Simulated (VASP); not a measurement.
Calculation: optB88-vdW, VASP's PBE PAW potentials (set 64) (plane waves; VASP 6.6.1).

VASP ran on this input.

**POSCAR**
```
CrO2
1
    4.4266977220     0.0000000000     0.0000000000
    0.0000000000     4.4266977220     0.0000000000
    0.0000000000     0.0000000000     2.9218616981
Cr O
2 4
Direct
  0.0000000000   0.0000000000   0.0000000000
  0.5000000000   0.5000000000   0.5000000000
  0.3029539938   0.3029539938   0.0000000000
  0.8029539938   0.1970460062   0.5000000000
  0.1970460062   0.8029539938   0.5000000000
  0.6970460062   0.6970460062   0.0000000000
```

KPOINTS:
```
Automatic mesh
0
Gamma
7 7 10
0 0 0
```

**INCAR**
```
SYSTEM = CrO2
PREC = Accurate
ENCUT = 520
EDIFF = 1E-7
NELM = 100
ALGO = Normal
LREAL = .FALSE.
LASPH = .TRUE.
ISMEAR = 1
SIGMA = 0.1
GGA = BO
PARAM1 = 0.1833333333
PARAM2 = 0.22
LUSE_VDW = .TRUE.
AGGAC = 0.0
LMAXMIX = 4
ISPIN = 2
MAGMOM = 2.1 2.1 -0.1 -0.1 -0.1 -0.1
LORBIT = 10
LWAVE = .FALSE.
LCHARG = .FALSE.
ISIF = 4
IBRION = 2
NSW = 30
EDIFFG = -0.01
```

POTCAR, in this order: Cr_pv O (PBE.64 set). Program: vasp_std.

The run wrote:

File OSZICAR:
```
       N       E                     dE             d eps       ncg     rms          rms(c)
DAV:   1     0.626394282746E+03    0.62639E+03   -0.26757E+04  7200   0.178E+03
DAV:   2     0.200335732317E+02   -0.60636E+03   -0.56881E+03  7824   0.526E+02
DAV:   3    -0.528950245895E+02   -0.72929E+02   -0.71478E+02  8592   0.175E+02
DAV:   4    -0.548346231509E+02   -0.19396E+01   -0.18801E+01  8516   0.285E+01
DAV:   5    -0.548801368592E+02   -0.45514E-01   -0.45434E-01  9154   0.448E+00    0.411E+01
DAV:   6    -0.473864459419E+02    0.74937E+01   -0.16962E+02  8354   0.103E+02    0.422E+01
DAV:   7    -0.411101476851E+02    0.62763E+01   -0.11333E+02  8782   0.106E+02    0.189E+01
DAV:   8    -0.388580472972E+02    0.22521E+01   -0.78151E+00  7994   0.244E+01    0.757E+00
DAV:   9    -0.383230933541E+02    0.53495E+00   -0.23541E+00  9590   0.130E+01    0.242E+00
DAV:  10    -0.383448914553E+02   -0.21798E-01   -0.17347E-01  7784   0.346E+00    0.137E+00
DAV:  11    -0.383432885619E+02    0.16029E-02   -0.37944E-02  9114   0.190E+00    0.569E-01
DAV:  12    -0.383429363746E+02    0.35219E-03   -0.42239E-03  9240   0.502E-01    0.289E-01
DAV:  13    -0.383424693846E+02    0.46699E-03   -0.16070E-03  9096   0.403E-01    0.114E-01
DAV:  14    -0.383424529226E+02    0.16462E-04   -0.19509E-04  9240   0.111E-01    0.690E-02
DAV:  15    -0.383424415278E+02    0.11395E-04   -0.55607E-05  8776   0.660E-02    0.281E-02
DAV:  16    -0.383424391415E+02    0.23863E-05   -0.12801E-05  9040   0.264E-02    0.912E-03
DAV:  17    -0.383424393565E+02   -0.21505E-06   -0.14326E-06  9320   0.106E-02    0.412E-03
DAV:  18    -0.383424390803E+02    0.27625E-06   -0.15462E-07  5000   0.295E-03    0.161E-03
DAV:  19    -0.383424390571E+02    0.23203E-07   -0.59804E-08  4644   0.248E-03
   1 F= -.38342439E+02 E0= -.38342357E+02  d E =-.383424E+02  mag=     4.0000
       N       E                     dE             d eps       ncg     rms          rms(c)
DAV:   1    -0.383426845479E+02   -0.24547E-03   -0.15997E-02  7242   0.958E-01    0.122E-01
DAV:   2    -0.383425498483E+02    0.13470E-03   -0.54971E-04  8882   0.213E-01    0.938E-02
DAV:   3    -0.383425147916E+02    0.35057E-04   -0.17311E-04  9868   0.127E-01    0.655E-02
DAV:   4    -0.383424976785E+02    0.17113E-04   -0.93736E-05 10358   0.838E-02    0.506E-02
DAV:   5    -0.383424969586E+02    0.71998E-06   -0.11029E-05  9198   0.320E-02    0.297E-02
DAV:   6    -0.383424961186E+02    0.83996E-06   -0.27406E-06 10082   0.157E-02    0.251E-02
DAV:   7    -0.383424956749E+02    0.44373E-06   -0.14200E-06 10120   0.902E-03    0.410E-03
DAV:   8    -0.383424955877E+02    0.87151E-07   -0.80303E-08  4656   0.214E-03
   2 F= -.38342496E+02 E0= -.38342405E+02  d E =-.565306E-04  mag=     4.0000
```

OUTCAR:
```
------------------------ aborting loop because EDIFF is reached ----------------------------------------
  FORCE on cell =-STRESS in cart. coord.  units (eV):
  Direction    XX          YY          ZZ          XY          YZ          ZX
  --------------------------------------------------------------------------------------
  Total        0.0344371      0.0344371      0.0114432      0.0000000      0.0000000      0.0000000
  in kB        0.9636474      0.9636474      0.3202127      0.0000000      0.0000000      0.0000000
  external PRESSURE =       0.7491692 kB  Pullay stress =       0.0000000 kB
  volume of cell :       57.26
      direct lattice vectors                 reciprocal lattice vectors
     4.428221956  0.000000000  0.000000000     0.225824272  0.000000000  0.000000000
     0.000000000  4.428221956  0.000000000    -0.000000000  0.225824272  0.000000000
     0.000000000  0.000000000  2.919850582     0.000000000  0.000000000  0.342483278
 POSITION                                       TOTAL-FORCE (eV/Angst)
 -----------------------------------------------------------------------------------
      4.42822      0.00000      2.91985        -0.000000      0.000000     -0.000000
      2.21411      2.21411      1.45993        -0.000000      0.000000     -0.000000
      1.34179      1.34179      0.00000        -0.001396     -0.001396      0.000000
      3.55590      0.87232      1.45993        -0.001396      0.001396     -0.000000
      0.87232      3.55590      1.45993         0.001396     -0.001396     -0.000000
      3.08644      3.08644      2.91985         0.001396      0.001396     -0.000000
 -----------------------------------------------------------------------------------
    total drift:                                0.000000      0.000000      0.000000
  FREE ENERGIE OF THE ION-ELECTRON SYSTEM (eV)
  ---------------------------------------------------
  free  energy   TOTEN  =       -38.3424955877 eV

  energy  without entropy=      -38.3422238711  energy(sigma->0) =      -38.34240502

 total charge

# of ion       s       p       d       tot
------------------------------------------
    1        0.342   6.456   4.025  10.824
    2        0.342   6.456   4.025  10.824
    3        1.565   3.467   0.000   5.032
    4        1.565   3.467   0.000   5.032
    5        1.565   3.467   0.000   5.032
    6        1.565   3.467   0.000   5.032
--------------------------------------------------
tot          6.943  26.782   8.050  41.775

 magnetization (x)

# of ion       s       p       d       tot
------------------------------------------
    1        0.018   0.029   2.022   2.070
    2        0.018   0.029   2.022   2.070
    3       -0.002  -0.061   0.000  -0.064
    4       -0.002  -0.061   0.000  -0.064
    5       -0.002  -0.061   0.000  -0.064
    6       -0.002  -0.061   0.000  -0.064
--------------------------------------------------
tot          0.027  -0.186   4.044   3.885

 reached required accuracy - stopping structural energy minimisation
```
(Selected blocks of OUTCAR.)

File CONTCAR:
```
CrO2
   1.00000000000000
     4.4282219559270501    0.0000000000000000    0.0000000000000000
     0.0000000000000000    4.4282219559270501    0.0000000000000000
     0.0000000000000000    0.0000000000000000    2.9198505819951861
  Cr              O
     2     4
Direct
     1.0000000000000000    0.0000000000000000    1.0000000000000000
     0.5000000000000000    0.5000000000000000    0.5000000000000000
     0.3030079994735699    0.3030079994735699    0.0000000000000000
     0.8030079994735699    0.1969920005264301    0.5000000000000000
     0.1969920005264301    0.8030079994735699    0.5000000000000000
     0.6969920005264301    0.6969920005264301    1.0000000000000000
```

The compound is CrO2 in the rutile structure. This run relaxes it. Symmetry was kept, so distortions that lower it aren't found.
